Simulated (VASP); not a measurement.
These are PBEsol GGA, VASP's PBE PAW potentials (set 64) (plane waves; VASP) values and carry that method's errors.

A VASP calculation is set up with these files.

**KPOINTS**
```
Regular mesh
0
G
  4 4 4
```

### INCAR
```
# general
SYSTEM  = CsSnI3
PREC    = Accurate
ENCUT   = 400   # plane-wave cut-off (eV)
LREAL   = F
LASPH   = T   # aspherical one-centre terms

# electronic loop
EDIFF   = 1E-6   # SCF stop (eV)
NELM    = 100
ALGO    = Normal
LMAXMIX = 4

# smearing
ISMEAR  = 0   # Gaussian
SIGMA   = 0.05

# functional
GGA     = PS

# ions
IBRION  = 2
NSW     = 60
ISIF    = 3
EDIFFG  = -0.02

# output
LWAVE   = F
LCHARG  = F
```

### POSCAR
```
CsSnI3
1.0
  6.0966818304   0.0000000000   0.0000000000
  0.0000000000   6.0966818304   0.0000000000
  0.0000000000   0.0000000000   6.0966818304
Cs Sn I
1 1 3
Cart
  0.0000000000   0.0000000000   0.0000000000
  3.0483409152   3.0483409152   3.0483409152
  3.0483409152   0.0000000000   3.0483409152
  0.0000000000   3.0483409152   3.0483409152
  3.0483409152   3.0483409152   0.0000000000
```

POTCAR, in this order: Cs_sv Sn_d I (PBE.64 set). Program: vasp_std.

The run wrote:

OSZICAR:
```
       N       E                     dE             d eps       ncg     rms          rms(c)
DAV:   1     0.318799947817E+03    0.31880E+03   -0.16007E+04   528   0.128E+03
DAV:   2     0.225689798405E+02   -0.29623E+03   -0.29057E+03   632   0.279E+02
DAV:   3    -0.137158623646E+02   -0.36285E+02   -0.36128E+02   616   0.114E+02
DAV:   4    -0.151656414818E+02   -0.14498E+01   -0.14468E+01   684   0.274E+01
DAV:   5    -0.152037662566E+02   -0.38125E-01   -0.38076E-01   774   0.381E+00    0.477E+00
DAV:   6    -0.150099173475E+02    0.19385E+00   -0.36391E-01   672   0.365E+00    0.314E+00
DAV:   7    -0.149932235910E+02    0.16694E-01   -0.26308E-01   688   0.241E+00    0.875E-01
DAV:   8    -0.149932536379E+02   -0.30047E-04   -0.41991E-02   610   0.144E+00    0.278E-01
DAV:   9    -0.149932760750E+02   -0.22437E-04   -0.28049E-03   668   0.424E-01    0.870E-02
DAV:  10    -0.149934875668E+02   -0.21149E-03   -0.48462E-04   644   0.113E-01    0.343E-02
DAV:  11    -0.149935160475E+02   -0.28481E-04   -0.27896E-04   662   0.122E-01    0.383E-02
DAV:  12    -0.149935130014E+02    0.30461E-05   -0.29454E-05   622   0.273E-02    0.244E-02
DAV:  13    -0.149935126209E+02    0.38053E-06   -0.16579E-06   550   0.800E-03
   1 F= -.14993513E+02 E0= -.14992811E+02  d E =-.149935E+02
       N       E                     dE             d eps       ncg     rms          rms(c)
DAV:   1    -0.151243466124E+02   -0.13083E+00   -0.26071E+00   642   0.148E+01    0.185E+00
DAV:   2    -0.150286558150E+02    0.95691E-01   -0.16421E-01   640   0.367E+00    0.795E-01
DAV:   3    -0.150040924405E+02    0.24563E-01   -0.74654E-02   692   0.219E+00    0.298E-01
DAV:   4    -0.150034317562E+02    0.66068E-03   -0.17179E-03   572   0.270E-01    0.277E-01
DAV:   5    -0.150030466350E+02    0.38512E-03   -0.81596E-04   720   0.222E-01    0.722E-02
DAV:   6    -0.150030194754E+02    0.27160E-04   -0.17911E-04   638   0.126E-01    0.143E-02
DAV:   7    -0.150030198273E+02   -0.35191E-06   -0.80661E-06   598   0.160E-02
   2 F= -.15003020E+02 E0= -.15002729E+02  d E =-.950721E-02
       N       E                     dE             d eps       ncg     rms          rms(c)
DAV:   1    -0.150312391976E+02   -0.28220E-01   -0.58484E-01   622   0.688E+00    0.869E-01
DAV:   2    -0.150098443602E+02    0.21395E-01   -0.36914E-02   630   0.174E+00    0.380E-01
DAV:   3    -0.150043332378E+02    0.55111E-02   -0.16769E-02   686   0.103E+00    0.141E-01
DAV:   4    -0.150041804223E+02    0.15282E-03   -0.37617E-04   542   0.125E-01    0.127E-01
DAV:   5    -0.150040889414E+02    0.91481E-04   -0.17936E-04   732   0.102E-01    0.329E-02
DAV:   6    -0.150040827164E+02    0.62251E-05   -0.36563E-05   610   0.566E-02    0.642E-03
DAV:   7    -0.150040827505E+02   -0.34117E-07   -0.16627E-06   362   0.751E-03
   3 F= -.15004083E+02 E0= -.15003979E+02  d E =-.105701E-01
```

**OUTCAR**
```
------------------------ aborting loop because EDIFF is reached ----------------------------------------
  FORCE on cell =-STRESS in cart. coord.  units (eV):
  Direction    XX          YY          ZZ          XY          YZ          ZX
  --------------------------------------------------------------------------------------
  Total       -0.0068145     -0.0068145     -0.0068145     -0.0000000     -0.0000000      0.0000000
  in kB       -0.0467776     -0.0467776     -0.0467776     -0.0000000     -0.0000000      0.0000000
  external PRESSURE =      -0.0467776 kB  Pullay stress =       0.0000000 kB
  volume of cell :      233.40
      direct lattice vectors                 reciprocal lattice vectors
     6.156995208  0.000000000 -0.000000000     0.162416888 -0.000000000 -0.000000000
     0.000000000  6.156995208  0.000000000    -0.000000000  0.162416888 -0.000000000
     0.000000000  0.000000000  6.156995208     0.000000000 -0.000000000  0.162416888
 POSITION                                       TOTAL-FORCE (eV/Angst)
 -----------------------------------------------------------------------------------
      0.00000      0.00000      0.00000        -0.000000     -0.000000      0.000000
      3.07850      3.07850      3.07850         0.000000     -0.000000      0.000000
      3.07850      0.00000      3.07850        -0.000000      0.000000      0.000000
      0.00000      3.07850      3.07850        -0.000000      0.000000      0.000000
      3.07850      3.07850     -0.00000        -0.000000     -0.000000      0.000000
 -----------------------------------------------------------------------------------
    total drift:                                0.000000      0.000000     -0.000000
  FREE ENERGIE OF THE ION-ELECTRON SYSTEM (eV)
  ---------------------------------------------------
  free  energy   TOTEN  =       -15.0040827505 eV

  energy  without entropy=      -15.0038749059  energy(sigma->0) =      -15.00397883

 reached required accuracy - stopping structural energy minimisation
```
(Selected blocks of OUTCAR.)

File CONTCAR:
```
CsSnI3
   1.00000000000000
     6.1569952078253447    0.0000000000000000   -0.0000000000000000
     0.0000000000000000    6.1569952078253447    0.0000000000000000
     0.0000000000000000    0.0000000000000000    6.1569952078253447
  Cs              Sn              I
     1     1     3
Direct
     0.0000000000000000    0.0000000000000000    0.0000000000000000
     0.5000000000000000    0.5000000000000000    0.5000000000000000
     0.5000000000000000    0.0000000000000000    0.5000000000000000
     0.0000000000000000    0.5000000000000000    0.5000000000000000
     0.5000000000000000    0.5000000000000000    0.0000000000000000
```

Energy and stress use the plane-wave basis of the starting cell.

The compound is CsSnI3 in the cubic perovskite structure, the ideal cubic form; the compound distorts at low or room temperature. This run relaxes it. Symmetry was kept, so distortions that lower it aren't found. The start is the result of an earlier pass.
